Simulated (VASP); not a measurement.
```cif
data_Se2Sn
_chemical_formula_sum 'Sn1 Se2'
_space_group_name_H-M_alt 'P-3m1'
_space_group_IT_number 164
_space_group_name_Hall '-P 3 2"'
_cell_length_a 3.81000
_cell_length_b 3.81000
_cell_length_c 6.14000
_cell_angle_alpha 90.000
_cell_angle_beta 90.000
_cell_angle_gamma 120.000
loop_
_atom_site_label
_atom_site_type_symbol
_atom_site_symmetry_multiplicity
_atom_site_Wyckoff_symbol
_atom_site_fract_x
_atom_site_fract_y
_atom_site_fract_z
_atom_site_occupancy
Sn1 Sn 1 a 0.00000 0.00000 0.00000 1
Se1 Se 2 d 0.33333 0.66667 0.25000 1
```

Computed with Bethe-Salpeter equation (Tamm-Dancoff) on G0W0 levels and PBE orbitals, VASP's PBE PAW potentials (set 64) (plane waves; VASP). Numerical set-up: PREC = Normal, 500 eV cut-off, 4×4×4 Γ-centred mesh, Gaussian smearing of 0.010 eV, potentials Sn_d_GW Se_GW.

The mesh is coarse, so the spectrum and binding energies are not converged. Unless said otherwise, spin-orbit coupling is left out, though it shifts the bands of the heavy elements here.

The BSE takes 6 valence and 6 conduction bands in the Tamm-Dancoff approximation; the smallest direct G0W0 gap on the mesh is 1.79 eV.

**Question.** Where does the first bright exciton lie on this mesh?

**Answer.** At 1.67 eV. Its distance from the direct gap isn't converged on a mesh this coarse and overstates the binding.

(ħω (eV), ε₂): (0.00, 0.00); (0.20, 0.06); (0.40, 0.12); (0.60, 0.20); (0.80, 0.31); (1.00, 0.47); (1.20, 0.79); (1.40, 1.65); (1.60, 6.33); (1.80, 10.4); (2.10, 10.3); (2.30, 17.4); (2.50, 8.56); (2.70, 9.72); (2.90, 10.2); (3.10, 10.3); (3.30, 12.9); (3.50, 22.4); (3.70, 26.4); (3.90, 17.0); (4.10, 7.92); (4.30, 10.0); (4.50, 29.6); (4.70, 10.7); (4.90, 7.47); (5.10, 7.38); (5.30, 8.51); (5.50, 7.79); (5.70, 8.00); (5.90, 6.42); (6.20, 7.13); (6.40, 5.03); (6.60, 4.34); (6.80, 3.82); (7.00, 4.82); (7.20, 4.93); (7.40, 3.76); (7.60, 2.30); (7.80, 3.46); (8.00, 2.84)

The compound is SnSe2 in the 1T layered structure. The cell was not relaxed at this level.
